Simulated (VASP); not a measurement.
Here is the system:

```
Lu
1.0
    1.72017    -3.00374     0.00000
    1.72017     3.00374     0.00000
    0.00000     0.00000     5.42286
Lu
2
Direct
  0.33333   0.66667   0.25000
  0.69280   0.35946   0.75000
```

Computed with PBE GGA, VASP's PBE PAW potentials (set 64) (plane waves; VASP). Run with 400 eV cut-off, 11×11×6 Γ-centred mesh, Fermi-Dirac smearing of 0.20 eV, potentials Lu_3.

Which forces act on the atoms, in eV/Å?

| atom | Fx | Fy | Fz |
|---|---|---|---|
| Lu1 | 0.144 | -0.020 | 0.000 |
| Lu2 | -0.144 | 0.020 | 0.000 |

Give the stress tensor in GPa (positive for a compressed cell).

```
 3.20  -0.47   0.00
-0.47   2.60   0.00
 0.00   0.00   3.12
```
The pressure is its mean diagonal, 2.97 GPa.

The compound is Lu in the hcp structure. The cell was not relaxed at this level, atoms are displaced from their ideal sites. The run is one of a series of settings (ISMEAR = -1, SIGMA = 0.2 against the base run), some of them coarse on purpose.
